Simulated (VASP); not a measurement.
Input:

```
CELL_PARAMETERS angstrom
      0.00000     2.69865     2.69865
      2.69865     0.00000     2.69865
      2.69865     2.69865     0.00000
ATOMIC_POSITIONS crystal
  Ce 0.00000 0.00000 0.00000
  O  0.28706 0.21294 0.21294
  O  0.75000 0.75000 0.75000
```

Computed with PBEsol GGA, VASP's PBE PAW potentials (set 64) (plane waves; VASP). Settings: 600 eV cut-off, 8×8×8 Γ-centred mesh, Gaussian smearing of 0.050 eV, potentials Ce O.

### Question
Which forces act on the atoms, in eV/Å?

### Answer

```tsv
atom	Fx	Fy	Fz
Ce1	-0.763	0.000	0.000
O2	1.545	0.000	0.000
O3	-0.782	0.000	0.000
```

### Question
Give the stress tensor in GPa (positive for a compressed cell).

### Answer

```
3.11  0.00  0.00
0.00  1.30  1.86
0.00  1.86  1.30
```
The pressure is its mean diagonal, 1.90 GPa.

The compound is CeO2 in the fluorite structure. This cell was strained or had an atom moved on purpose. The run is not spin-polarised, so no magnetic state was tried.
